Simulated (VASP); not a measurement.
Ti:

```xyz
2
Lattice="2.9500 0.0000 0.0000 -1.4750 2.5548 0.0000 0.0000 0.0000 4.6800" Properties=species:S:1:pos:R:3 pbc="T T T"
Ti    0.0000    1.7032    1.1700
Ti    1.4750    0.8516    3.5100
```

```yaml
Program: VASP 6.6.1
Task: relaxation of cell and atoms
Functional: PBEsol
Potentials_or_basis: VASP PAW PBE potentials, release 64 (Ti_sv)
Cutoff: 520 eV
k_mesh: 18 × 18 × 10
Occupations: gaussian, width 0.1 eV
Spin: no spin polarisation
```

At the start: pressure -6.0 GPa; volume 17.64 Å³/atom.

Q: Where does the relaxation end?

A: Over 9 steps the energy falls by 18.6 meV/atom and the volume is 16.68 Å³/atom (-5.4 %); space group P6_3/mmc (No. 194, to 0.05 Å).

Step by step:
```
step  energy change (eV)  largest force (eV/Å)  pressure (GPa)  volume (Å³)
   1              0.0000                0.0000           -5.99        35.27
   2             -0.0153                0.0000            5.29        32.01
   3             -0.0371                0.0000           -0.03        33.38
   4             -0.0371                0.0000            0.10        33.34
   5             -0.0371                0.0000           -0.06        33.39
   6             -0.0371                0.0000           -0.02        33.37
   7             -0.0371                0.0000           -0.01        33.37
   8             -0.0371                0.0000           -0.01        33.37
   9             -0.0371                0.0000           -0.01        33.37
```

Final structure:
```
CELL_PARAMETERS angstrom
2.89848 0.00000 0.00000
-1.44924 2.51016 0.00000
0.00000 0.00000 4.58641
ATOMIC_POSITIONS crystal
Ti 0.33333 0.66667 0.25000
Ti 0.66667 0.33333 0.75000
```

Caveat: the PAW data sets were made with another functional, which shifts forces and pressure a little.
